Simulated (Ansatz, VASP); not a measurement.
# Na3Si3BO9 (sodium borosilicate glass) in two plane-wave programs, part 3 of 3

Wanted: the spread between two codes on one cell, functional and k mesh. Of the first pair: The structure shown is the start of the Ansatz relaxation below; VASP solves that cell, so the two are compared at the walk's first step.

VASP 6.6.1 and Ansatz 0.2.0.

So far. Step 3 (VASP: single point, r2SCAN, start cell, pair 1): The run ends at a pressure of -3.89 GPa, with forces up to 0.53 eV/Å.

### Step 6. VASP: single point, r2SCAN, relaxed cell, pair 2

Level of this step: r2SCAN; plane waves and PAW (Na_pv, B, Si, O) (VASP).

The same cell, functional and mesh now go to VASP, with its own data sets.

The input, INCAR:

```
SYSTEM = Na3Si3BO9
PREC = Accurate
ENCUT = 660
EDIFF = 1E-06
NELM = 120
ISMEAR = 0
SIGMA = 0.01
LREAL = Auto
ALGO = Normal
METAGGA = R2SCAN
LASPH = .TRUE.
NBANDS = 288
LORBIT = 11
LWAVE = .FALSE.
LCHARG = .FALSE.
ISIF = 2
GGA_COMPAT = .FALSE.
EFERMI = MIDGAP
LMIXTAU = .TRUE.
NCORE = 2
```

The input, POSCAR:

```
Na3Si3BO9
1.0
    9.6528160000      0.0000000000      0.0000000000
    0.0000000000     10.4178930000      0.0000000000
    0.0000000000      0.0000000000     10.4724410000
Na B Si O
15 5 15 45
Direct
    0.5012800000      0.0551400000      0.2383800000
    0.0586200000      0.6562900000      0.6133600000
    0.6161600000      0.3819600000      0.6299200000
    0.1608600000      0.0218400000      0.4154800000
    0.3666800000      0.1962500000      0.6418600000
    0.2973200000      0.6488200000      0.3925800000
    0.4572800000      0.9682400000      0.5121100000
    0.7833900000      0.5161800000      0.1194400000
    0.1421600000      0.4603600000      0.8544600000
    0.5131400000      0.3359600000      0.9354600000
    0.6472700000      0.1121300000      0.7821300000
    0.4140700000      0.5264400000      0.1363100000
    0.1116400000      0.3697800000      0.1392900000
    0.2842900000      0.8070000000      0.7877900000
    0.6256700000      0.3949000000      0.3246200000
    0.8157100000      0.6297300000      0.8274900000
    0.1445200000      0.9906700000      0.6663500000
    0.8817500000      0.2247000000      0.0679000000
    0.8758100000      0.2451400000      0.2998000000
    0.0489000000      0.1056700000      0.1966000000
    0.4893600000      0.9166000000      0.9487300000
    0.8038500000      0.8551500000      0.4603500000
    0.3711700000      0.5104700000      0.7023200000
    0.0030000000      0.2226600000      0.6441200000
    0.8499900000      0.3587900000      0.8560300000
    0.8618600000      0.7973000000      0.1982200000
    0.9094700000      0.8704700000      0.7502300000
    0.2247600000      0.8907500000      0.1179400000
    0.7840800000      0.9897600000      0.9897800000
    0.3544500000      0.2892800000      0.3592800000
    0.7370500000      0.1352300000      0.5114700000
    0.0612600000      0.4170700000      0.4108700000
    0.1214700000      0.6838200000      0.0965900000
    0.5861500000      0.7311500000      0.3237600000
    0.6010600000      0.6294500000      0.8743800000
    0.1801100000      0.5509500000      0.0526500000
    0.9429400000      0.3731500000      0.3062600000
    0.8940600000      0.3524900000      0.0063100000
    0.8686100000      0.1343800000      0.6130300000
    0.4338900000      0.3680700000      0.4908800000
    0.7946400000      0.9380800000      0.8403900000
    0.4381600000      0.3115700000      0.2295100000
    0.2045400000      0.3612700000      0.3450400000
    0.5968400000      0.1598700000      0.5838700000
    0.8751400000      0.9144000000      0.0953200000
    0.8792600000      0.5129700000      0.8242200000
    0.7062100000      0.7449500000      0.2049300000
    0.3499500000      0.1445500000      0.4075900000
    0.4821100000      0.8486700000      0.3318100000
    0.9129900000      0.8417800000      0.3404600000
    0.9579500000      0.6806200000      0.1415800000
    0.8189500000      0.1375700000      0.9756400000
    0.0713500000      0.5657300000      0.4300600000
    0.7027400000      0.3169600000      0.8104200000
    0.5251500000      0.5909100000      0.3103500000
    0.5888300000      0.5319700000      0.9910200000
    0.2303600000      0.9194500000      0.5999200000
    0.3717300000      0.4897800000      0.5386400000
    0.3606700000      0.3744200000      0.7712600000
    0.7290800000      0.9926500000      0.4462600000
    0.6929600000      0.7409600000      0.4525700000
    0.8822700000      0.8527600000      0.5977100000
    0.8020200000      0.2334600000      0.1822200000
    0.5176000000      0.7654000000      0.9128500000
    0.3738800000      0.9324200000      0.0662300000
    0.1493500000      0.0071100000      0.1942700000
    0.0338700000      0.3335000000      0.5422400000
    0.2471100000      0.6081300000      0.7226400000
    0.9132700000      0.7228600000      0.7994600000
    0.2151400000      0.7601200000      0.2093100000
    0.1345700000      0.1242600000      0.6467800000
    0.9828300000      0.2921800000      0.7810300000
    0.0259000000      0.1746200000      0.0893800000
    0.4474000000      0.9956400000      0.8267400000
    0.1418900000      0.8132800000      0.0017600000
    0.7737500000      0.2403100000      0.4041300000
    0.9850900000      0.1370500000      0.3089300000
    0.5241300000      0.5775300000      0.7410400000
    0.0575700000      0.9392800000      0.7622400000
    0.6228000000      0.9743200000      0.0272900000
```

The input, KPOINTS:

```
Automatic mesh
0
Gamma
1 1 1
0 0 0
```

PAW data sets: Na_pv, B, Si and O (PBE family, release 64).

On the command line:

```sh
$ mpirun -np 8 vasp_gam
```

Numbers of over 12 decimals in the logs are rounded to 6 here.

The log of the run:

```text
[banner, memory and clock lines left out]
running    8 mpi-ranks, on    1 nodes
[...]
[... a notice as in an earlier step ...]

 LDA part: xc-table for (None), standard interpolation
 POSCAR, INCAR and KPOINTS ok, starting setup
[...]
entering main loop
       N       E                     dE             d eps       ncg     rms          rms(c)
DAV:   1     0.774526635310E+04    0.77453E+04   -0.26799E+05   576   0.220E+03
DAV:   2     0.550337877068E+03   -0.71949E+04   -0.67826E+04   632   0.587E+02
DAV:   3    -0.773279417044E+03   -0.13236E+04   -0.12759E+04   592   0.256E+02
DAV:   4    -0.880134341282E+03   -0.10685E+03   -0.10518E+03   720   0.772E+01
[...]
DAV:  23    -0.693671983538E+03   -0.61833E-05   -0.82239E-06   600   0.958E-03    0.282E-03
DAV:  24    -0.693671990173E+03   -0.66346E-05   -0.56631E-06   624   0.713E-03    0.156E-03
DAV:  25    -0.693671991096E+03   -0.92355E-06   -0.73911E-07   400   0.297E-03
   1 F= -.69367199E+03 E0= -.69367199E+03  d E =0.000000E+00
```

OUTCAR, selected parts (step 6):

```text
  Total       -1.0630843     -0.0247144     -0.9065619      5.7509797     -5.2607123      5.0084571
  in kB       -1.6173218     -0.0375993     -1.3791967      8.7492449     -8.0033773      7.6196092
  external PRESSURE =      -1.0113726 kB  Pullay stress =       0.0000000 kB

  FREE ENERGIE OF THE ION-ELECTRON SYSTEM (eV)
  ---------------------------------------------------
  free  energy   TOTEN  =      -693.6719910965 eV

  energy  without entropy=     -693.6719910965  energy(sigma->0) =     -693.67199110

[... 1 part as in an earlier step ...]

[... 2 further parts left out ...]
[key lines of the parts left out:]
E-fermi :   3.1426
```

The run ends at a pressure of -0.10 GPa, with forces up to 0.19 eV/Å.

### Step 7. Comparison

What differs besides the data sets and the points named for the pairs above, as far as they apply: the data sets hold 480 valence electrons in Ansatz (on its default PAW (the set named soft_2) files) and 450 in VASP; the cutoff is 500 eV in Ansatz and 660 eV in VASP (PREC = Accurate, projectors in real space). Total energies have different zeros and are not compared.

Compared:

```
              quantity  Ansatz   VASP  difference
        pressure (GPa)    0.01  -0.10       +0.11
gap on the k mesh (eV)   4.313  4.278      +0.036
```

Forces on 7 of the 80 atoms, those with the largest forces and the largest differences (eV/Å; atoms numbered as in POSCAR):

```csv
atom,"Ansatz x, y, z","VASP x, y, z"
Si21,"-0.020, -0.011, -0.001","-0.032, -0.037, 0.085"
Si28,"-0.004, 0.024, 0.019","0.045, 0.146, 0.074"
O40,"0.000, 0.014, 0.006","0.083, -0.155, -0.067"
O53,"-0.002, 0.007, 0.011","0.009, 0.097, 0.024"
O58,"0.005, -0.005, -0.004","-0.076, 0.173, 0.048"
O74,"0.005, 0.001, 0.003","-0.020, 0.058, -0.093"
O75,"-0.002, -0.005, -0.016","-0.023, -0.003, -0.098"
```

The forces differ by 39 meV/Å r.m.s., where the r.m.s. force is 0.010 eV/Å in Ansatz and 0.040 eV/Å in VASP: the atoms lie near their places of rest in Ansatz, so a percentage would say little (all taken over all components). A gap on the mesh is an upper bound, since the band edges may lie between its points.

### Step 8. Outcome

| Quantity | Value |
| --- | --- |
| r.m.s. force difference (single point, r2SCAN, start cell, pair 1) | 40 meV/Å |
| r.m.s. force difference (single point, r2SCAN, relaxed cell, pair 2) | 39 meV/Å |

The r.m.s. force difference is 40 meV/Å (single point, r2SCAN, start cell, pair 1), beyond the 12 meV/Å picked in this series as the mark of a large difference. The data sets hold unlike numbers of valence electrons (480 in Ansatz and 450 in VASP), so part of the differences comes from the potentials. What causes the difference of the single point, r2SCAN, start cell, pair 1 pair stays open here. What causes the difference of the single point, r2SCAN, relaxed cell, pair 2 pair stays open here. Such differences can come from data sets, numerical settings and the points named under the comparisons, not from the functional's error against experiment.

[Lines on the potential files, build, host, timing and source positions are cut from VASP's logs without a mark.]

[Logs are printed without paths, hosts, clocks, repeated set-up lines and the standing remarks that a program may print on its own settings, such as how far it seeks lower states.]

[Hosts, paths, dates, database ids (printed as entryN), source tags and the programs' standing remarks are cut or masked in the printed files.]
